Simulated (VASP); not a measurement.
OSZICAR of a VASP run on KZnF₃ (cubic perovskite):

### OSZICAR
```
       N       E                     dE             d eps       ncg     rms          rms(c)
DAV:   1     0.462437845926E+03    0.46244E+03   -0.22618E+04   500   0.195E+03
DAV:   2     0.171603841343E+02   -0.44528E+03   -0.43735E+03   589   0.487E+02
DAV:   3    -0.207360081550E+02   -0.37896E+02   -0.37754E+02   608   0.156E+02
DAV:   4    -0.215877362168E+02   -0.85173E+00   -0.85076E+00   808   0.219E+01
DAV:   5    -0.216009950663E+02   -0.13259E-01   -0.13252E-01   679   0.210E+00    0.107E+01
DAV:   6    -0.189566687631E+02    0.26443E+01   -0.96338E+00   708   0.419E+01    0.576E+00
DAV:   7    -0.190521765257E+02   -0.95508E-01   -0.18105E+00   524   0.900E+00    0.393E+00
DAV:   8    -0.190927676226E+02   -0.40591E-01   -0.73750E-01   574   0.163E+01    0.185E+00
DAV:   9    -0.190439942297E+02    0.48773E-01   -0.13014E-01   804   0.102E+01    0.685E-01
DAV:  10    -0.190418084732E+02    0.21858E-02   -0.10187E-01   764   0.713E+00    0.346E-01
DAV:  11    -0.190414549422E+02    0.35353E-03   -0.19873E-02   738   0.198E+00    0.582E-02
DAV:  12    -0.190415779670E+02   -0.12302E-03   -0.81672E-04   568   0.242E-01    0.621E-02
DAV:  13    -0.190416642646E+02   -0.86298E-04   -0.62298E-04   577   0.614E-01    0.648E-02
DAV:  14    -0.190416268213E+02    0.37443E-04   -0.11566E-04   536   0.837E-02    0.328E-02
DAV:  15    -0.190416136616E+02    0.13160E-04   -0.45075E-05   604   0.478E-02    0.107E-02
DAV:  16    -0.190416130674E+02    0.59422E-06   -0.22011E-06   641   0.261E-02    0.616E-03
DAV:  17    -0.190416127063E+02    0.36106E-06   -0.19683E-06   686   0.151E-02    0.134E-03
DAV:  18    -0.190416127241E+02   -0.17764E-07   -0.18507E-07   376   0.626E-03
   1 F= -.19041613E+02 E0= -.19041613E+02  d E =-.474310E-19
```

Task: Which electronic solver shows in the log?

Result: It is blocked Davidson (ALGO = Normal, or the opening steps of other solvers). The INCAR had ALGO = Normal.

Task: Can the final energy be trusted as converged?

Result: The run converged. It stopped with EDIFF = 1E-7, NELM = 100 (RPBE GGA, plane waves, VASP's PBE PAW potentials (set 64)).

The compound is KZnF3 in the cubic perovskite structure. This cell is one point of a volume scan, at 1.03 of the reference volume.
